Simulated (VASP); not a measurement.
```
PtSmP
1.0
    4.11111     0.00000     0.00000
   -2.05555     3.56032     0.00000
    0.00000     0.00000     3.96400
Sm P Pt
1 1 1
Cartesian
  0.00000   0.00000   3.96400
  2.05556   1.18677   1.98200
  0.00000   2.37355   1.98200
```

Level of theory: PBEsol GGA with spin-orbit coupling, VASP's PBE PAW potentials (set 64) (plane waves; VASP). Run with 400 eV cut-off, 8×8×7 Γ-centred mesh, Gaussian smearing of 0.050 eV, potentials Sm_3 P Pt.

The 4f electrons are frozen in the core of the lanthanide potential, so 4f levels, which can set the real gap, and their magnetism are missing.

Problem. Give the energies of bands 19 to 32 at the high-symmetry points, in eV from the Fermi level.

Solution. 
```csv
band,Γ,M,K,A,L,H
19,-3.14,-3.69,-3.92,-3.63,-3.34,-3.11
20,-3.14,-3.69,-3.80,-3.63,-3.34,-3.02
21,-1.41,-3.50,-3.52,-2.30,-2.63,-2.83
22,-1.41,-3.50,-3.23,-2.30,-2.63,-2.66
23,-0.33,-1.28,-2.43,1.08,-2.36,-2.42
24,-0.33,-1.28,-1.94,1.08,-2.36,-2.41
25,0.02,-0.38,0.43,1.78,-1.10,-1.34
26,0.02,-0.38,0.71,1.78,-1.10,-1.16
27,0.07,0.78,0.89,2.31,-0.38,-0.09
28,0.07,0.78,0.93,2.31,-0.38,0.07
29,2.46,3.46,2.31,2.48,3.69,4.00
30,2.46,3.46,2.42,2.48,3.69,4.20
31,3.22,3.89,2.46,2.76,4.12,4.39
32,3.22,3.90,2.52,2.76,4.12,4.46
```

It has no gap at this level: it comes out as a metal or semimetal.

The structure comes from a computed database's SmPPt entry (P-6m2); how it stands against other phases isn't given here. It was relaxed first.
